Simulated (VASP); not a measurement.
Input of a VASP 6.6.1 run:

The input INCAR:

```
SYSTEM = Zn15NiO16
PREC = Accurate
ENCUT = 450
EDIFF = 1E-5
ISMEAR = 0
SIGMA = 0.03
LREAL = Auto
LASPH = .TRUE.
NELM = 120
ALGO = Normal
ISIF = 2
LWAVE = .FALSE.
LCHARG = .FALSE.
ISPIN = 2
MAGMOM = 3 0 0 0 0 0 0 0 0 0 0 0 0 0 0 0 0 0 0 0 0 0 0 0 0 0 0 0 0 0 0 0
LORBIT = 11
LMAXMIX = 4
LDAU = .TRUE.
LDAUTYPE = 2
LDAUL = 2 -1 -1
LDAUU = 5 0 0
LDAUJ = 0 0 0
LDAUPRINT = 1
GGA = PS
NBANDS = 169
NELECT = 285.0
KPAR = 4
```

The input KPOINTS:

```
Automatic mesh
0
G
  3 3 2
  0 0 0
```

The input POSCAR:

```
Zn15NiO16
1.0
    6.4988000000      0.0000000000      0.0000000000
   -3.2494000000      5.6281258941      0.0000000000
    0.0000000000      0.0000000000     10.4076000000
Ni Zn O
1 15 16
Direct
    0.1666666667      0.3333333333      0.0000000000
    0.1666666667      0.3333333333      0.5000000000
    0.1666666667      0.8333333333      0.0000000000
    0.1666666667      0.8333333333      0.5000000000
    0.6666666667      0.3333333333      0.0000000000
    0.6666666667      0.3333333333      0.5000000000
    0.6666666667      0.8333333333      0.0000000000
    0.6666666667      0.8333333333      0.5000000000
    0.3333333333      0.1666666667      0.2500000000
    0.3333333333      0.1666666667      0.7500000000
    0.3333333333      0.6666666667      0.2500000000
    0.3333333333      0.6666666667      0.7500000000
    0.8333333333      0.1666666667      0.2500000000
    0.8333333333      0.1666666667      0.7500000000
    0.8333333333      0.6666666667      0.2500000000
    0.8333333333      0.6666666667      0.7500000000
    0.1666666667      0.3333333333      0.1910500000
    0.1666666667      0.3333333333      0.6910500000
    0.1666666667      0.8333333333      0.1910500000
    0.1666666667      0.8333333333      0.6910500000
    0.6666666667      0.3333333333      0.1910500000
    0.6666666667      0.3333333333      0.6910500000
    0.6666666667      0.8333333333      0.1910500000
    0.6666666667      0.8333333333      0.6910500000
    0.3333333333      0.1666666667      0.4410500000
    0.3333333333      0.1666666667      0.9410500000
    0.3333333333      0.6666666667      0.4410500000
    0.3333333333      0.6666666667      0.9410500000
    0.8333333333      0.1666666667      0.4410500000
    0.8333333333      0.1666666667      0.9410500000
    0.8333333333      0.6666666667      0.4410500000
    0.8333333333      0.6666666667      0.9410500000
```

Potentials or basis: VASP PAW PBE potentials, release 64 (Ni, Zn, O).

Command:

```console
$ cat potpaw_PBE.64/Ni/POTCAR potpaw_PBE.64/Zn/POTCAR potpaw_PBE.64/O/POTCAR > POTCAR
$ mpirun -np 4 vasp_std > vasp.out
```

Problem. Predict the band gap on the k mesh.

Solution. None (metal or under the smearing width).

Problem. Predict the site moments.

Solution. Ni +1.88; Zn -0.00, +0.02, +0.00, +0.01; O +0.14, +0.01, +0.00, +0.16 μB.

Problem. Estimate the net moment.

Solution. 2.80 μB per cell.

Problem. Estimate the largest force.

Solution. 1.538 eV/Å.

Forces on the atoms (eV/Å):
```
Ni   0.000  0.000  0.188
Zn   0.000  0.000  0.001
Zn  -0.272 -0.157  0.321
Zn  -0.020 -0.012 -0.038
Zn   0.000  0.314  0.321
Zn   0.000  0.023 -0.038
Zn   0.272 -0.157  0.321
Zn   0.020 -0.012 -0.038
Zn   0.225 -0.130  0.267
Zn  -0.004  0.002 -0.419
Zn   0.000  0.260  0.267
Zn   0.000 -0.004 -0.419
Zn  -0.225 -0.130  0.267
Zn   0.004  0.002 -0.419
Zn   0.000  0.000  0.157
Zn   0.000  0.000 -0.152
O    0.000  0.000 -1.538
O    0.000  0.000  0.219
O    0.044  0.025 -0.253
O    0.071  0.041  0.191
O    0.000 -0.050 -0.253
O    0.000 -0.082  0.191
O   -0.044  0.025 -0.253
O   -0.071  0.041  0.191
O   -0.037  0.021 -0.118
O   -0.959  0.554  0.417
O    0.000 -0.042 -0.118
O    0.000 -1.108  0.417
O    0.037  0.021 -0.118
O    0.959  0.554  0.417
O    0.000  0.000 -0.024
O    0.000  0.000  0.046
```

Caveat: the k mesh is coarse (spacing up to 0.37 Å⁻¹), so the values aren't converged; the cell is charged against a uniform background, so pressure and absolute levels hang on convention; the PAW data sets were made with another functional, which shifts forces and pressure a little. The state reached can hang on the start; a lower one may exist.
